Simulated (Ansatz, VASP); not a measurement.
# HoSb in two plane-wave programs

Aim: how closely do two programs agree when they are given the same cell, functional and k mesh? The cell is taken from a series of VASP runs on this material, whose earlier steps may have relaxed, scaled or displaced it; both programs get it as it stands.

Method: plane waves, with VASP 6.6.1 beside it; relaxation of cell and atoms at r2SCAN, DFT+U, in Ansatz 0.2.0.

In doubt: a part-filled 4f shell, where there is one, can sit in one of many states, so energies may not be the lowest and differences between runs may mislead; derivatives with an open 4f shell can jump between states, which bears on forces and vibrations.

## 1. The structure

The structure is cubic, space group Fm-3m (No. 225). Conventional cell: a = 6.186 Å, b = 6.186 Å, c = 6.186 Å, α = 90.00°, β = 90.00°, γ = 90.00°. Ho has 6 Sb at 3.09 Å nearest. Nearest to Sb lie 6 Ho at 3.09 Å. Farther neighbours are not listed.

## 2. VASP: relaxation of cell and atoms, r2SCAN, DFT+U

The relaxed volume is the usual yardstick between codes: its relative difference is about their pressure difference at one cell divided by the bulk modulus.

Lines of VASP's logs that name or quote its potential files are left out, and so is its time.

Input file INCAR:

```
SYSTEM = HoSb
PREC = Accurate
ENCUT = 450
EDIFF = 1E-06
NELM = 150
ISMEAR = 0
SIGMA = 0.05
LREAL = .FALSE.
ALGO = Normal
METAGGA = R2SCAN
LASPH = .TRUE.
NBANDS = 20
ISPIN = 2
MAGMOM = 4 0
LDAU = .TRUE.
LDAUTYPE = 2
LDAUL = 3 -1
LDAUU = 7 0
LDAUJ = 0 0
LDAUPRINT = 1
LMAXMIX = 6
AMIX = 0.2
BMIX = 1E-04
AMIX_MAG = 0.8
BMIX_MAG = 1E-04
LORBIT = 11
LWAVE = .FALSE.
LCHARG = .FALSE.
KPAR = 2
IBRION = 2
NSW = 60
ISIF = 3
EDIFFG = -0.01
```

Input file POSCAR:

```
HoSb
1.0
    0.0000000000      3.0927939338      3.0927939338
    3.0927939338      0.0000000000      3.0927939338
    3.0927939338      3.0927939338      0.0000000000
Ho Sb
1 1
Direct
    0.0000000000      0.0000000000      0.0000000000
    0.5000000000      0.5000000000      0.5000000000
```

Input file KPOINTS:

```
Automatic mesh
0
Gamma
6 6 6
0 0 0
```

The projector-augmented-wave data sets are Ho and Sb (PBE family, release 64).

The run is started by

```
> mpirun -np 2 vasp_std
```

Numbers of over 12 decimals in the logs are rounded to 6 here.

The program printed:

```text
[banner, memory and clock lines left out]
running    2 mpi-ranks, on    1 nodes
 distrk:  each k-point on    1 cores,    2 groups
 distr:  one band on    1 cores,    1 groups

 POSCAR found type information on POSCAR HoSb
 POSCAR found :  2 types and       2 ions
|                                                                             |
|               ----> ADVICE to this user running VASP <----                  |
|                                                                             |
|     You enforced a specific xc type in the INCAR file but a different       |
|     [... a line on the potential file left out ...]
|     I HOPE YOU KNOW WHAT YOU ARE DOING!                                     |
|                                                                             |

 LDA part: xc-table for (None), standard interpolation
 POSCAR, INCAR and KPOINTS ok, starting setup
 FFT: planning ... GRIDC
 FFT: planning ... GRID_SOFT
 FFT: planning ... GRID
 WAVECAR not read
 entering main loop
       N       E                     dE             d eps       ncg     rms          rms(c)
DAV:   1     0.100459874619E+03    0.10046E+03   -0.92029E+03  1632   0.574E+03
DAV:   2    -0.343682108010E+02   -0.13483E+03   -0.12649E+03  1640   0.472E+02
DAV:   3    -0.574607980881E+02   -0.23093E+02   -0.22289E+02  1804   0.123E+02
DAV:   4    -0.605363381226E+02   -0.30755E+01   -0.30390E+01  2504   0.325E+01
DAV:   5    -0.607278779103E+02   -0.19154E+00   -0.19108E+00  1988   0.117E+01    0.577E+01
DAV:   6    -0.586604981430E+02    0.20674E+01   -0.19789E+01  1492   0.163E+02    0.535E+01
DAV:   7    -0.579630381575E+02    0.69746E+00   -0.37376E+01  1608   0.112E+02    0.280E+01
DAV:   8    -0.624766091618E+02   -0.45136E+01   -0.36986E+00  2196   0.578E+01    0.195E+01
DAV:   9    -0.643772725163E+02   -0.19007E+01   -0.70943E-01  2016   0.518E+01    0.128E+01
DAV:  10    -0.648451742770E+02   -0.46790E+00   -0.11095E+00  2080   0.359E+01    0.107E+01
DAV:  11    -0.647303106021E+02    0.11486E+00   -0.68098E-01  2252   0.173E+01    0.217E+01
DAV:  12    -0.649705787449E+02   -0.24027E+00   -0.84514E-02  2108   0.388E+00    0.234E+01
DAV:  13    -0.649889281451E+02   -0.18349E-01   -0.51453E-03  2224   0.581E-01    0.211E+01
DAV:  14    -0.649923572991E+02   -0.34292E-02   -0.56873E-04  2256   0.163E-01    0.207E+01
[...]
DAV:  21    -0.652192172211E+02    0.75272E-04   -0.51031E-04  1864   0.654E-01    0.169E+00
DAV:  22    -0.652189865507E+02    0.23067E-03   -0.17596E-03  1988   0.112E+00    0.152E+00
DAV:  23    -0.652191806036E+02   -0.19405E-03   -0.24948E-04  2180   0.118E-01    0.674E-01
DAV:  24    -0.652191266619E+02    0.53942E-04   -0.75146E-05  2200   0.140E-01    0.404E-01
DAV:  25    -0.652191513207E+02   -0.24659E-04   -0.19208E-04  1780   0.412E-01    0.201E-01
DAV:  26    -0.652191362270E+02    0.15094E-04   -0.11989E-04  2316   0.238E-01    0.338E-01
DAV:  27    -0.652191385614E+02   -0.23345E-05   -0.17798E-05  2236   0.746E-02    0.219E-01
DAV:  28    -0.652191392443E+02   -0.68284E-06   -0.22612E-06  1544   0.200E-02
   1 F= -.65219139E+02 E0= -.65219019E+02  d E =-.652191E+02  mag=     4.0031
 curvature:   0.00 expect dE= 0.000E+00 dE for cont linesearch  0.000E+00
 trial: gam= 0.00000 g(F)=  0.754E-60 g(S)=  0.102E-03 ort = 0.000E+00 (trialstep = 0.100E+01)
 search vector abs. value=  0.102E-03
 bond charge predicted
       N       E                     dE             d eps       ncg     rms          rms(c)
DAV:   1    -0.652229205300E+02   -0.37820E-02   -0.37421E-02  1668   0.412E+00    0.392E+00
DAV:   2    -0.652205882506E+02    0.23323E-02   -0.74259E-03  2004   0.196E+00    0.187E+00
DAV:   3    -0.652193102174E+02    0.12780E-02   -0.25292E-03  1792   0.139E+00    0.916E-01
DAV:   4    -0.652191430078E+02    0.16721E-03   -0.97423E-04  2436   0.321E-01    0.735E-01
DAV:   5    -0.652191601030E+02   -0.17095E-04   -0.40863E-05  2024   0.103E-01    0.487E-01
DAV:   6    -0.652191083305E+02    0.51773E-04   -0.42410E-05  2508   0.516E-02    0.367E-01
DAV:   7    -0.652190690577E+02    0.39273E-04   -0.62209E-05  2468   0.903E-02    0.311E-01
DAV:   8    -0.652190537330E+02    0.15325E-04   -0.17766E-04  2464   0.938E-02    0.356E-02
DAV:   9    -0.652190556980E+02   -0.19650E-05   -0.10382E-05  1832   0.433E-02    0.232E-02
DAV:  10    -0.652190571113E+02   -0.14133E-05   -0.23602E-06  1664   0.762E-03    0.254E-02
DAV:  11    -0.652190573103E+02   -0.19894E-06   -0.16338E-07   792   0.538E-03
   2 F= -.65219057E+02 E0= -.65218939E+02  d E =0.819340E-04  mag=     4.0038
 trial-energy change:    0.000082  1 .order    0.000056   -0.000102    0.000213
 step:   0.2339(harm=  0.3233)  dis= 0.00000  next Energy=   -65.219151 (dE=-0.116E-04)
 bond charge predicted
       N       E                     dE             d eps       ncg     rms          rms(c)
DAV:   1    -0.652213202066E+02   -0.22631E-02   -0.22220E-02  1656   0.321E+00    0.316E+00
DAV:   2    -0.652200560317E+02    0.12642E-02   -0.44295E-03  2044   0.138E+00    0.156E+00
DAV:   3    -0.652193047307E+02    0.75130E-03   -0.15078E-03  1796   0.106E+00    0.718E-01
DAV:   4    -0.652192042393E+02    0.10049E-03   -0.58665E-04  2432   0.244E-01    0.545E-01
DAV:   5    -0.652192114710E+02   -0.72317E-05   -0.24133E-05  2024   0.828E-02    0.341E-01
DAV:   6    -0.652191801434E+02    0.31328E-04   -0.23127E-05  2520   0.361E-02    0.259E-01
DAV:   7    -0.652191547435E+02    0.25400E-04   -0.35461E-05  2460   0.599E-02    0.221E-01
DAV:   8    -0.652191391269E+02    0.15617E-04   -0.88835E-05  2456   0.575E-02    0.284E-02
DAV:   9    -0.652191391871E+02   -0.60220E-07   -0.44767E-06  1716   0.284E-02
   3 F= -.65219139E+02 E0= -.65219019E+02  d E =0.571472E-07  mag=     4.0039
 curvature:  -0.16 expect dE=-0.476E-06 dE for cont linesearch -0.476E-06
 trial: gam= 0.00000 g(F)=  0.502E-66 g(S)=  0.299E-05 ort =-0.175E-04 (trialstep = 0.847E+00)
 search vector abs. value=  0.300E-05
 reached required accuracy - stopping structural energy minimisation
```

OUTCAR, selected parts (step 2):

```text
ion  position               nearest neighbor table
   1  0.000  0.000  0.000-   2 3.09   2 3.09   2 3.09   2 3.09   2 3.09   2 3.09
   2  0.500  0.500  0.500-   1 3.09   1 3.09   1 3.09   1 3.09   1 3.09   1 3.09

  LATTYP: Found a face centered cubic cell.
 ALAT       =     6.1855878676

 Subroutine GETGRP returns: Found 48 space group operations
 (whereof 48 operations were pure point group operations)

The static configuration has the point symmetry O_h .

 Found     16 irreducible k-points:

   k-points           NKPTS =     16   k-points in BZ     NKDIM =     16   number of bands    NBANDS=     20

   dimension x,y,z NGX =    30 NGY =   30 NGZ =   30
   dimension x,y,z NGXF=    60 NGYF=   60 NGZF=   60

   ENCUT  =  450.0 eV  33.07 Ry    5.75 a.u.   7.57  7.57  7.57*2*pi/ulx,y,z

   NELECT =      26.0000    total number of electrons

 k-points in reciprocal lattice and weights: Automatic mesh
   0.00000000  0.00000000  0.00000000       0.005
   0.16666667  0.00000000  0.00000000       0.037
   0.33333333  0.00000000  0.00000000       0.037
   0.50000000  0.00000000  0.00000000       0.019
   0.16666667  0.16666667  0.00000000       0.028
   0.33333333  0.16666667  0.00000000       0.111
   0.50000000  0.16666667  0.00000000       0.111
  -0.33333333  0.16666667  0.00000000       0.111
  -0.16666667  0.16666667  0.00000000       0.056
[...]
-0.33333333  0.33333333  0.16666667       0.111
  -0.33333333  0.50000000  0.16666667       0.056

atom =   1  type =  1  l = 3

 onsite density matrix

spin component  1

  0.9952 -0.0000  0.0007 -0.0000  0.0000 -0.0000 -0.0000
 -0.0000  0.9949 -0.0000 -0.0000 -0.0000 -0.0000 -0.0000
  0.0007 -0.0000  0.9949 -0.0000 -0.0000  0.0000 -0.0000
 -0.0000 -0.0000 -0.0000  0.9958  0.0000  0.0000 -0.0000
  0.0000 -0.0000 -0.0000  0.0000  0.9949 -0.0000 -0.0007
 -0.0000 -0.0000  0.0000  0.0000 -0.0000  0.9943 -0.0000
 -0.0000 -0.0000 -0.0000 -0.0000 -0.0007 -0.0000  0.9952

spin component  2

  0.3757  0.0000 -0.4777 -0.0000 -0.0000 -0.0000  0.0000
  0.0000  0.0001  0.0000  0.0000  0.0000  0.0000 -0.0000
 -0.4777  0.0000  0.6224 -0.0000 -0.0000 -0.0000  0.0000
 -0.0000  0.0000 -0.0000  0.0056  0.0000 -0.0000 -0.0000
 -0.0000  0.0000 -0.0000  0.0000  0.6224  0.0000  0.4777
 -0.0000  0.0000 -0.0000 -0.0000  0.0000  0.9924 -0.0000
  0.0000 -0.0000  0.0000 -0.0000  0.4777 -0.0000  0.3757

 occupancies and eigenvectors

  o =  0.0001  v =  0.0000  0.0000  0.0000  0.0000  0.0000  0.0000  0.0000  0.0000 -1.0000  0.0000  0.0000  0.0000  0.0000 -0.0000      0.0000  0.0000  0.0000  0.0000  0.0000  0.0000  0.0000  0.0000  0.0000  0.0000  0.0000  0.0000  0.0000  0.0000
  o =  0.0056  v =  0.0000  0.0000  0.0000  0.0000  0.0000  0.0000  0.0000 -0.0001 -0.0000 -0.0000 -1.0000 -0.0003 -0.0000  0.0004      0.0000  0.0000  0.0000  0.0000  0.0000  0.0000  0.0000  0.0000  0.0000  0.0000  0.0000  0.0000  0.0000  0.0000
  o =  0.0056  v =  0.0000  0.0000  0.0000  0.0000  0.0000  0.0000  0.0000 -0.7906 -0.0000 -0.6124  0.0001 -0.0004 -0.0000  0.0005      0.0000  0.0000  0.0000  0.0000  0.0000  0.0000  0.0000  0.0000  0.0000  0.0000  0.0000  0.0000  0.0000  0.0000
  o =  0.0056  v =  0.0000  0.0000  0.0000  0.0000  0.0000  0.0000  0.0000  0.0005 -0.0000  0.0004  0.0005 -0.6124  0.0000  0.7906      0.0000  0.0000  0.0000  0.0000  0.0000  0.0000  0.0000  0.0000  0.0000  0.0000  0.0000  0.0000  0.0000  0.0000
  o =  0.9924  v =  0.0000  0.0000  0.0000  0.0000  0.0000  0.0000  0.0000  0.6124 -0.0000 -0.7906 -0.0000  0.0000 -0.0000 -0.0000      0.0000  0.0000  0.0000  0.0000  0.0000  0.0000  0.0000  0.0000  0.0000  0.0000  0.0000  0.0000  0.0000  0.0000
  o =  0.9924  v =  0.0000  0.0000  0.0000  0.0000  0.0000  0.0000  0.0000  0.0000 -0.0000 -0.0000  0.0000 -0.1107  0.9902 -0.0857      0.0000  0.0000  0.0000  0.0000  0.0000  0.0000  0.0000  0.0000  0.0000  0.0000  0.0000  0.0000  0.0000  0.0000
  o =  0.9924  v =  0.0000  0.0000  0.0000  0.0000  0.0000  0.0000  0.0000 -0.0000  0.0000  0.0000 -0.0000 -0.7828 -0.1400 -0.6063      0.0000  0.0000  0.0000  0.0000  0.0000  0.0000  0.0000  0.0000  0.0000  0.0000  0.0000  0.0000  0.0000  0.0000
  o =  0.9943  v = -0.6124  0.0000  0.7906  0.0000  0.0001 -0.0002  0.0001  0.0000  0.0000  0.0000  0.0000  0.0000  0.0000  0.0000      0.0000  0.0000  0.0000  0.0000  0.0000  0.0000  0.0000  0.0000  0.0000  0.0000  0.0000  0.0000  0.0000  0.0000
  o =  0.9943  v =  0.0001  0.0000 -0.0002  0.0000  0.1376 -0.9847  0.1066  0.0000  0.0000  0.0000  0.0000  0.0000  0.0000  0.0000      0.0000  0.0000  0.0000  0.0000  0.0000  0.0000  0.0000  0.0000  0.0000  0.0000  0.0000  0.0000  0.0000  0.0000
  o =  0.9943  v =  0.0001  0.0000 -0.0001  0.0000  0.7785  0.1741  0.6030  0.0000  0.0000  0.0000  0.0000  0.0000  0.0000  0.0000      0.0000  0.0000  0.0000  0.0000  0.0000  0.0000  0.0000  0.0000  0.0000  0.0000  0.0000  0.0000  0.0000  0.0000
  o =  0.9949  v = -0.0000 -1.0000  0.0000  0.0000  0.0000 -0.0000 -0.0000  0.0000  0.0000  0.0000  0.0000  0.0000  0.0000  0.0000      0.0000  0.0000  0.0000  0.0000  0.0000  0.0000  0.0000  0.0000  0.0000  0.0000  0.0000  0.0000  0.0000  0.0000
  o =  0.9958  v =  0.0000  0.0000  0.0000  0.9999  0.0099 -0.0000 -0.0128  0.0000  0.0000  0.0000  0.0000  0.0000  0.0000  0.0000      0.0000  0.0000  0.0000  0.0000  0.0000  0.0000  0.0000  0.0000  0.0000  0.0000  0.0000  0.0000  0.0000  0.0000
  o =  0.9958  v =  0.7906 -0.0000  0.6124 -0.0000  0.0000  0.0000 -0.0000  0.0000  0.0000  0.0000  0.0000  0.0000  0.0000  0.0000      0.0000  0.0000  0.0000  0.0000  0.0000  0.0000  0.0000  0.0000  0.0000  0.0000  0.0000  0.0000  0.0000  0.0000
  o =  0.9958  v = -0.0000  0.0000 -0.0000 -0.0162  0.6123  0.0000 -0.7905  0.0000  0.0000  0.0000  0.0000  0.0000  0.0000  0.0000      0.0000  0.0000  0.0000  0.0000  0.0000  0.0000  0.0000  0.0000  0.0000  0.0000  0.0000  0.0000  0.0000  0.0000

 average (electrostatic) potential at core
       1 -45.8316       2 -91.7081

 E-fermi :   4.6851

 spin component 1
 k-point     1 :       0.0000    0.0000    0.0000
  band No.  band energies     occupation
    ...
      8      -5.3316      1.00000
      9      -5.2667      1.00000
     10      -4.0106      1.00000
     11      -4.0106      1.00000
     12      -4.0105      1.00000
     13       5.4911      0.00000
     14       5.4911      0.00000
     15       5.4911      0.00000
     16       6.0301      0.00000
     17       6.0302      0.00000
    ...

 k-point     2 :       0.1667    0.0000    0.0000
  band No.  band energies     occupation
    ...
     11      -4.0139      1.00000
     12      -4.0105      1.00000
     13       3.4517      1.00000
     14       4.1872      1.00000
     15       4.1872      1.00000
     16       6.4299      0.00000
     17       6.4300      0.00000
     18       6.6370      0.00000
     19       8.2257      0.00000
     20       8.2257      0.00000

 k-point     3 :       0.3333    0.0000    0.0000
  band No.  band energies     occupation
    ...
     11      -4.0203      1.00000
     12      -4.0100      1.00000
     13       1.2300      1.00000
     14       3.1356      1.00000
     15       3.1356      1.00000
     16       7.1556      0.00000
     17       7.3143      0.00000
     18       7.3145      0.00000
     19      10.3444      0.00000
     20      10.4928      0.00000

 k-point     4 :       0.5000    0.0000    0.0000
  band No.  band energies     occupation
    ...
     11      -4.0099      1.00000
     12      -3.9050      1.00000
     13       0.1826      1.00000
     14       2.7729      1.00000
     15       2.7729      1.00000
     16       8.0152      0.00000
     17       8.0154      0.00000
     18       8.1992      0.00000
     19       8.5433      0.00000
     20      11.1711      0.00000

 k-point     5 :       0.1667    0.1667    0.0000
  band No.  band energies     occupation
    ...
     11      -4.0134      1.00000
     12      -4.0133      1.00000
     13       2.9161      1.00000
     14       4.4801      1.00000
     15       4.4801      1.00000
     16       5.5054      0.00000
     17       6.6988      0.00000
     18       7.6088      0.00000
     19       7.6089      0.00000
     20       7.9611      0.00000

 k-point     6 :       0.3333    0.1667    0.0000
  band No.  band energies     occupation
    ...
     11      -4.0182      1.00000
     12      -4.0136      1.00000
     13       1.6894      1.00000
     14       3.2645      1.00000
     15       3.6706      1.00000
     16       5.9132      0.00000
     17       7.3853      0.00000
     18       7.9121      0.00000
     19       8.8658      0.00000
     20       9.7170      0.00000

  Total        0.0064333      0.0064333      0.0064333      0.0000000     -0.0000000      0.0000000
  in kB        0.1743157      0.1743157      0.1743157      0.0000000     -0.0000000      0.0000000
  external PRESSURE =       0.1743157 kB  Pullay stress =       0.0000000 kB

  energy-cutoff  :      450.00
  volume of cell :       59.13
      direct lattice vectors                 reciprocal lattice vectors
     0.000000000  3.092139102  3.092139102    -0.161700358  0.161700358  0.161700358
     3.092139102 -0.000000000  3.092139102     0.161700358 -0.161700358  0.161700358
     3.092139102  3.092139102  0.000000000     0.161700358  0.161700358 -0.161700358

 POSITION                                       TOTAL-FORCE (eV/Angst)
 -----------------------------------------------------------------------------------
      0.00000      0.00000      0.00000         0.000000      0.000000     -0.000000
      3.09214      3.09214      3.09214         0.000000      0.000000      0.000000
 -----------------------------------------------------------------------------------
    total drift:                               -0.000000     -0.000000     -0.000000

  FREE ENERGIE OF THE ION-ELECTRON SYSTEM (eV)
  ---------------------------------------------------
  free  energy   TOTEN  =       -65.2191391871 eV

  energy  without entropy=      -65.2188992044  energy(sigma->0) =      -65.21901920

 reached required accuracy - stopping structural energy minimisation

 total charge
# of ion       s       p       d       f       tot
--------------------------------------------------
    1        2.062   5.721   0.526   9.953  18.262
    2        1.091   1.501   0.012   0.000   2.604
--------------------------------------------------
tot          3.153   7.222   0.538   9.953  20.866

 magnetization (x)
# of ion       s       p       d       f       tot
--------------------------------------------------
    1        0.003  -0.045   0.040   3.969   3.968
    2       -0.007  -0.035   0.001   0.000  -0.041
--------------------------------------------------
tot         -0.004  -0.080   0.041   3.969   3.927

[... 6 further parts left out ...]
```

The cell holds one magnetic atom, so no antiferromagnetic order fits into it. Experiment finds antiferromagnetic order in this phase (below 5.7 K, arxiv:2008.06962), so this ferromagnetic run describes another state. The k-mesh is coarse for a metal. DFT+U on an f shell has many metastable occupations, and no search among them was made. The PAW data sets were made with PBE, which is usual practice but a small mismatch for other functionals. The run keeps the 48 symmetry operations of its start, so it cannot find a distortion of lower symmetry.

(Part 1 of 2 ends here.)

[Lines on the potential files, build, host, timing and source positions are cut from VASP's logs without a mark.]

[Logs are printed without paths, hosts, clocks, repeated set-up lines and the standing remarks that a program may print on its own settings, such as how far it seeks lower states.]

[Hosts, paths, dates, database ids (printed as entryN), source tags and the programs' standing remarks are cut or masked in the printed files.]
